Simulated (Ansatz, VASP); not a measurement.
# NaF (Villiaumite): VASP beside Ansatz, part 2 of 2

Wanted: the spread between two codes on one cell, functional and k mesh. The cell is taken from a series of runs on this material, whose earlier steps may have relaxed, scaled, displaced or heated it; both programs get it as it stands.

VASP 6.6.1 and Ansatz 0.2.0.

So far: Set-up; VASP: zone-centre phonons, PBEsol.

## Step 3: Ansatz: zone-centre phonons, PBEsol

Level of this step: Ansatz beside VASP: Kohn-Sham DFT, plane waves, PBEsol (Ansatz).

Ansatz runs on its default PAW (the set named soft_2) files.

The same cell, functional and mesh now go to Ansatz, which takes its cutoff from its data sets.

Contents of input.yaml:

```yaml
crystal:
  lattice:
    - [0.0, 2.3145907609, 2.3145907609]
    - [2.3145907609, 0.0, 2.3145907609]
    - [2.3145907609, 2.3145907609, 0.0]
  atoms:
    - { symbol: Na, position: [0.0, 0.0, 0.0] }
    - { symbol: F, position: [0.5, 0.5, 0.5] }
kpoints:
  mp_grid: { grid: [8, 8, 8] }
hamiltonian:
  xc: pbesol
scf:
  occupations: { method: fixed }
output:
  eigenvalues: true
phonons:
  method: dfpt
  dielectric: true
  rigid_motions: translations
  qmesh: [4, 4, 4]
  temperatures: { t_max: 1000, t_step: 50 }
  qpath:
    path:
      - [[0.0, 0.0, 0.0], [0.5, 0.0, 0.5], [0.625, 0.25, 0.625]]
      - [[0.375, 0.375, 0.75], [0.0, 0.0, 0.0], [0.5, 0.5, 0.5], [0.5, 0.25, 0.75], [0.5, 0.0, 0.5]]
    npoints: 10
```

On the command line:

```
ansatz run input.yaml --threads 4 --pin off --max-ram 8192MiB --backend cpu --events-out ev --progress --plain --runs-dir out
```

Numbers of over 12 decimals in the logs are rounded to 6 here.

Output:

```text
Engine: ansatz 0.2.0, aarch64-unknown-linux-gnu
Pseudopotentials: kind: paw
Pseudopotential: Na, paw, valence charge 9, recommended cutoff 420 eV (normal), Na.paw.azcp
Pseudopotential: F, paw, valence charge 7, recommended cutoff 420 eV (normal), F.paw.azcp
Functional definition: PBEsol
  exchange = pbesol_x
  correlation = pbesol_c
Crystal: 2 atoms, lattice volume = 24.800 Å³
Basis set: ecut = 420 eV, 531 PW (Γ), exchange–correlation on 48×48×48 points (8 copies of the dense FFT grid, shifted against one another)
Bands: 12, of which v1, the nominal top of the filled ones, is band 8 counted from 1 (7 counted from 0)
Symmetry: 48 space group operations
k-points: 59 of 512 (irreducible under 8 space group operations, time reversal used)
Non-local potential: Na, projectors of the file, l = 0: 3, l = 1: 2, l = 2: 1
Non-local potential: F, projectors of the file, l = 0: 2, l = 1: 2, l = 2: 1
PAW form: soft (Blöchl's): semilocal exchange-correlation on the pseudo side does not see the compensation charge
PAW frozen core: Na, regenerated for the run's functional, and the local potential with it (the file was generated under x = pbe(κ = 0.804, μ = 0.219515), c = pbe(β = 0.066725))
PAW frozen core: F, regenerated for the run's functional, and the local potential with it (the file was generated under x = pbe(κ = 0.804, μ = 0.219515), c = pbe(β = 0.066725))
PAW one-centre angular grid: Na, 110 points (default); XC on 64 Gauss nodes
PAW one-centre angular grid: F, 110 points (default); XC on 64 Gauss nodes
Initial density: superposition of atomic densities (neutral atoms: chi_scale 0, normalization atom), corrected by the library's trained network
Initial wavefunctions: pseudopotential atomic-orbital guess
Functional: x = pbesol(κ = 0.804, μ = 0.123457), c = pbesol(β = 0.046)
SCF iter   1: F=—  HF=-2278.929748 eV  |F-HF|=—  |Δ(HF+E_count)|=         —  Δρ=1.16e-2  dr2=2.02e-2  ethr=1.77e-3  ⟨swp⟩=4.6  Hψ=3437  notcnv=0  defer=111
preconditioner: auto → none  [insulator: Δε(μ)=6.040 eV  Ē_g=26.113 eV  n_scr=8 (ndim 8)  ℏωp=27.9 eV  f_vac=0.108  ε∞_Penn≈2.1]
SCF iter   2: F=—  HF=-2278.923481 eV  |F-HF|=—  |Δ(HF+E_count)|=   6.27e-3  Δρ=5.02e-3  dr2=3.46e-3  ethr=1.26e-4  ⟨swp⟩=2.0  Hψ=1501  notcnv=0  defer=116
SCF iter   3: F=—  HF=-2278.922421 eV  |F-HF|=—  |Δ(HF+E_count)|=   1.06e-3  Δρ=4.69e-4  dr2=3.51e-5  ethr=2.16e-5  ⟨swp⟩=2.0  Hψ=995  notcnv=0  defer=116
SCF iter   4: F=—  HF=-2278.922424 eV  |F-HF|=—  |Δ(HF+E_count)|=   3.18e-6  Δρ=1.10e-4  dr2=6.79e-7  ethr=2.19e-7  ⟨swp⟩=2.0  Hψ=1180  notcnv=0  defer=78
SCF iter   5: F=—  HF=-2278.922428 eV  |F-HF|=—  |Δ(HF+E_count)|=   4.11e-6  Δρ=4.65e-5  dr2=3.85e-7  ethr=4.24e-9  ⟨swp⟩=2.0  Hψ=1115  notcnv=0  defer=2
SCF iter   6: F=—  HF=-2278.922428 eV  |F-HF|=—  |Δ(HF+E_count)|=   6.94e-8  Δρ=7.06e-6  dr2=8.98e-9  ethr=2.41e-9  ⟨swp⟩=2.0  Hψ=854  notcnv=0  defer=2
SCF iter   7: F=—  HF=-2278.922428 eV  |F-HF|=—  |Δ(HF+E_count)|=  6.55e-10  Δρ=9.49e-7  dr2=1.62e-10  ethr=5.61e-11  ⟨swp⟩=2.0  Hψ=887  notcnv=0  defer=2
SCF iter   8: F=-2278.922428 eV  HF=-2278.922428 eV  |F-HF|=4.55e-13  |Δ(HF+E_count)|=  3.27e-11  Δρ=3.17e-8  dr2=1.65e-13  ethr=1.00e-12  ⟨swp⟩=6.9  Hψ=3684  notcnv=0
SCF 1 converged in 8 iterations: F = -2278.922428 eV  dr2 = 1.65e-13
  greatest PAW one-centre occupation: 0.999 electrons in one spin orbital (limit 2), on the Na atom at site 0 (counted from 0), in its partial waves of l = 0
DFPT response loops at Γ: preconditioner auto → none (the input reference at scf.mixing.eps_inf says where Resta's filter doesn't serve); β = 0.50; Broyden in place of MSR1
NSCF: frozen V_eff on 29 k-points
NSCF: frozen V_eff on 576 k-points
DFPT response loops at q = (0, 0, 0.25) (fractional): mixed as the last ones told, above
NSCF: frozen V_eff on 300 k-points
DFPT response loops at q = (0, 0, -0.5) (fractional): mixed as the last ones told, above
NSCF: frozen V_eff on 328 k-points
DFPT response loops at q = (0, 0.25, 0.25) (fractional): mixed as the last ones told, above
NSCF: frozen V_eff on 1024 k-points
DFPT response loops at q = (0, 0.25, -0.5) (fractional): mixed as the last ones told, above
NSCF: frozen V_eff on 576 k-points
DFPT response loops at q = (0, 0.25, -0.25) (fractional): mixed as the last ones told, above
NSCF: frozen V_eff on 190 k-points
DFPT response loops at q = (0, -0.5, -0.5) (fractional): mixed as the last ones told, above
NSCF: frozen V_eff on 328 k-points
DFPT response loops at q = (0.25, -0.5, -0.25) (fractional): mixed as the last ones told, above
SCF converged after 8 iterations
Free energy (F): -2278.922428 eV
Harris-Foulkes:  -2278.922428 eV  (|F-HF|=4.55e-13)
Internal energy: -2278.922428 eV  (E = F + TS)
E sigma→0 (E₀):  -2278.922428 eV
Fermi energy:    0.949745 eV
--- Per-component energies (eV) ---
  E_band       = -232.657760
  E_kinetic    = 328.469057
  E_local      = -1689.341707  (includes V_loc(G=0)·N_el)
  E_nonlocal   = 189.831961
  E_hartree    = 597.702671
  E_xc         = -118.093922
  E_vxc        = -152.455185  (∫ρ·V_xc dr)
  E_paw        = -447.019383  (= ΣΔE_a)
  E_vpaw       = -104.569219  (= ΣTr[D̂ρ^β])
  E_aug_tail   = 0.001978  (compensation charges beyond the density's cutoff)
  E_ewald      = -1140.570219
  E_core_change = 0.097136  (= ΣΔE_core)
  E_smearing   = -0.000000  (= −TS)
  E_closure    = 0.000000  (closes the sum)
  Σ components = -2278.922428   (vs F -2278.922428, Δ=0.00e0)
--- Band table (eV; the first three rows and the last of 59) ---
  k-point 0: bands = [... 4 lower, -17.8125, 0.9497, 0.9497, 0.9497, 7.1479, 19.8042, 19.8042, 19.8042]
  k-point 1: bands = [... 4 lower, -17.6043, 0.6480, 0.9114, 0.9114, 7.6980, 18.0322, 20.0452, 20.0452]
  k-point 2: bands = [... 4 lower, -17.3296, 0.0360, 0.8195, 0.8195, 9.0182, 15.9429, 20.5813, 20.5813]
  k-point 58: bands = [... 4 lower, -17.3675, 0.0591, 0.0591, 0.3693, 14.0096, 14.0096, 16.1365, 17.7651]
--- Phonons (Γ-DFPT): 2 representative perturbations + reference, on 59 of 512 k-points (Σ response iterations 7) ---
  k mesh reduced under 8 symmetry operations, with k and −k counted as one. Each operation leaves every solved perturbation unchanged. A smaller set is not considered because the run solves the response to a homogeneous field
  ASR residual: 2.540e-5 → 0.000e0 eV/Å²; symmetrization residual: 1.019e-6 eV/Å²
  ASR residual per site (eV/Å²): 2.54e-5 1.20e-6
  Γ frequencies (cm⁻¹): 0.00 0.00 0.00 239.34 239.34 239.34
  ε∞ (high-frequency dielectric tensor):
        1.895033    -0.000000     0.000000
        0.000000     1.895033    -0.000000
        0.000000    -0.000000     1.895033
  ε⁰ (static dielectric tensor: ions relaxed, cell fixed):
        5.305801    -0.000000    -0.000000
       -0.000000     5.305801    -0.000000
       -0.000000    -0.000000     5.305801
  ε⁰ − ε∞ (ionic part):
        3.410768    -0.000000    -0.000000
       -0.000000     3.410768     0.000000
       -0.000000     0.000000     3.410768
  softest optical mode at Γ: 239.34 cm⁻¹; the repairs (sum rule, projections) moved no ω² at Γ by more than (0.62 cm⁻¹)²
  Born effective charges Z* (e; rows j = field, columns β = displacement):
    site 0:
         1.01207   -0.00000    0.00000
        -0.00000    1.01207   -0.00000
        -0.00000   -0.00000    1.01207
    site 1:
        -1.01207    0.00000    0.00000
         0.00000   -1.01207    0.00000
         0.00000    0.00000   -1.01207
  Z* charge neutrality: 3.880e-5 e pre-enforcement
  k-mesh period / interband length: 26.2 Å / 0.88 Å = 29.80 at k = (0.0000, 0.0000, 0.0000), direct gap 6.198 eV — 14 or more, which is no proof of convergence
  optical modes at Γ without the LO–TO term, one row a degenerate level:
      ω (cm⁻¹)  modes    IR ((D/Å)²/amu)
        239.34      3             6.8152
  optical modes at Γ + LO–TO along q̂ = [1.0000, 0.0000, 0.0000]:
      ω (cm⁻¹)  modes    IR ((D/Å)²/amu)
        239.34      2             4.5435
        400.47      1             2.2717
  optical modes at Γ + LO–TO along q̂ = [0.0000, 1.0000, 0.0000]:
      ω (cm⁻¹)  modes    IR ((D/Å)²/amu)
        239.34      2             4.5435
        400.47      1             2.2717
  optical modes at Γ + LO–TO along q̂ = [0.0000, 0.0000, 1.0000]:
      ω (cm⁻¹)  modes    IR ((D/Å)²/amu)
        239.34      2             4.5435
        400.47      1             2.2717
--- Phonons (arbitrary-q DFPT): 8 irreducible q on the 4×4×4 mesh ---
  q = [0.0000, 0.0000, 0.0000] (star 1, of the zone-centre solve; hermiticity 9.30e-7, symmetrization 6.97e-14): -0.00 0.00 0.00 239.34 239.34 239.34
  q = [0.0000, 0.0000, 0.2500] (star 8, 2 solved perturbations on 288 of 512 k-point pairs; hermiticity 6.79e-7, symmetrization 2.03e-13): 104.97 104.97 165.89 227.05 227.05 376.35
  q = [0.0000, 0.0000, -0.5000] (star 4, 2 solved perturbations on 150 of 512 k-point pairs; hermiticity 5.55e-14, symmetrization 1.29e-13): 173.00 173.00 194.57 194.57 295.83 301.62
  q = [0.0000, 0.2500, 0.2500] (star 6, 4 solved perturbations in 528 linear systems a pass and spin channel, the states on 164 of 512 k-point pairs; hermiticity 4.70e-7, symmetrization 2.52e-13): 100.38 100.38 192.14 246.50 246.50 339.90
  q = [0.0000, 0.2500, -0.5000] (star 24, 4 solved perturbations in 1600 linear systems a pass and spin channel, the states on 512 of 512 k-point pairs; hermiticity 3.97e-7, symmetrization 1.86e-13): 148.06 191.24 226.34 232.65 252.89 293.83
  q = [0.0000, 0.2500, -0.2500] (star 12, 4 solved perturbations in 904 linear systems a pass and spin channel, the states on 288 of 512 k-point pairs; hermiticity 3.75e-7, symmetrization 2.01e-13): 164.34 170.20 197.20 226.27 255.33 316.71
  q = [0.0000, -0.5000, -0.5000] (star 3, 4 solved perturbations in 308 linear systems a pass and spin channel, the states on 95 of 512 k-point pairs; hermiticity 3.05e-7, symmetrization 1.42e-13): 141.16 141.16 252.04 253.60 253.60 280.69
  q = [0.2500, -0.5000, -0.2500] (star 6, 4 solved perturbations in 502 linear systems a pass and spin channel, the states on 164 of 512 k-point pairs; hermiticity 3.70e-7, symmetrization 1.25e-13): 203.32 208.31 208.31 226.25 264.66 264.66
  sum rule: each row above includes the acoustic sum rule's correction from the zone centre's row sums; it moved no ω² by more than (0.55 cm⁻¹)²
  mesh force constants: q→R imaginary residual 3.25e-18; ASR residual 2.540e-5 → 0.000e0 eV/Å²; symmetrization residual 5.551e-16 eV/Å²
  interpolated dispersion: 63 rows × 6 modes
  density of states and harmonic sums: on the 24×24×24 q-mesh, interpolated from the force constants of a 4×4×4 supercell (with the dipole–dipole term)
  largest difference from the sums on the solved wave vectors: F 1.06e-2 eV, S 1.47e-5 and C_V 4.00e-6 eV/K
  zero-point energy: 0.081159 eV/cell   skipped modes (ω ≤ 0): 3   left out of the sums: 3.62e-5 of the cell's modes: C_V's classical limit lies that fraction below 3 k_B per atom; for a crystal, a wire or a layer, F and S can be off by more, and a phonons.interpolated_qmesh denser along its periods is the remedy for the sampling
```

## Step 4: Comparison

Known differences besides the potentials themselves: fixed occupations in Ansatz, narrow Gaussian smearing in VASP; VASP's run holds the zone centre alone; the data sets hold 16 valence electrons in Ansatz (on its default PAW (the set named soft_2) files) and 14 in VASP; the cutoff is 420 eV in Ansatz and 600 eV in VASP; Ansatz makes its cores anew for this functional, VASP keeps those of its PBE data sets. Total energies have different zeros and are not compared.

The two programs side by side:

| quantity | Ansatz | VASP | difference |
| --- | --- | --- | --- |
| ε∞ xx | 1.90 | 1.88 | +0.64 % |
| ε∞ yy | 1.90 | 1.88 | +0.64 % |
| ε∞ zz | 1.90 | 1.88 | +0.64 % |
| Born charge of Na1 (mean of the diagonal) (e) | 1.01 | 1.01 | 0.00 |
| Born charge of F2 (mean of the diagonal) (e) | -1.01 | -1.01 | 0.00 |
| optical mode 1 to 3 (cm⁻¹) | 239.3 | 244.1 | -1.95 % |

Modes are paired by rising frequency, not by their patterns, so a pair may set unlike modes beside each other; they are those without the splitting of longitudinal modes.

## Step 5: What came out

```json
{"r.m.s. difference of the optical zone-centre modes, each program's sorted by frequency (zone-centre phonons, PBEsol)": "4.8 cm⁻¹", "difference in optical mode 1 to 3 (zone-centre phonons, PBEsol)": "-1.9 %"}
```

What this shows: The r.m.s. difference of the optical zone-centre modes, each program's sorted by frequency is 4.8 cm⁻¹ (zone-centre phonons, PBEsol). The data sets hold unlike numbers of valence electrons (16 in Ansatz and 14 in VASP), so part of the differences comes from the potentials. Among the rows given in per cent, the largest difference of the zone-centre phonons, PBEsol pair is in optical mode 1 to 3, -1.9 %. How closely two codes agree says nothing of how well the functional describes the real material.

[Lines on the potential files, build, host, timing and source positions are cut from VASP's logs without a mark.]

[Logs are printed without paths, hosts, clocks, repeated set-up lines and the standing remarks that a program may print on its own settings, such as how far it seeks lower states.]

[Hosts, paths, dates, database ids (printed as entryN), source tags and the programs' standing remarks are cut or masked in the printed files.]
